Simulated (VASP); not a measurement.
Here is a VASP 6.6.1 calculation.

The input INCAR:

```
SYSTEM = PbC
PREC = Accurate ; ENCUT = 520
EDIFF = 1E-6 ; ISMEAR = 0
SIGMA = 0.05 ; LREAL = .False.
LASPH = .True. ; NELM = 80
ALGO = Normal ; ISIF = 2
LWAVE = .False. ; LCHARG = .True.
GGA = PE ; LELF = .True.
LVHAR = .True. ; NBANDS = 16
```

KPOINTS

```
regular mesh
0
Gamma
  6 6 6
  0 0 0
```

Contents of POSCAR:

```
PbC
1.0
    3.2670875519      0.0000000000      0.0000000000
    0.0000000000      3.2670875519      0.0000000000
    0.0000000000      0.0000000000      3.2670875519
C Pb
1 1
Direct
    0.0000000000      0.0000000000      0.0000000000
    0.5000000000      0.5000000000      0.5000000000
```

Potentials or basis: VASP PAW PBE potentials, release 64 (C, Pb_d).

The run is started by

```console
$ cat potpaw_PBE.64/C/POTCAR potpaw_PBE.64/Pb_d/POTCAR > POTCAR
$ mpirun -np 1 vasp_std > vasp.out
```

Problem. What does it give for the pressure?

Solution. 0.2 GPa.

Problem. Predict the band gap on the k mesh.

Solution. None (metal or under the smearing width).

The run has no spin-orbit coupling, so splittings on Pb are missing.
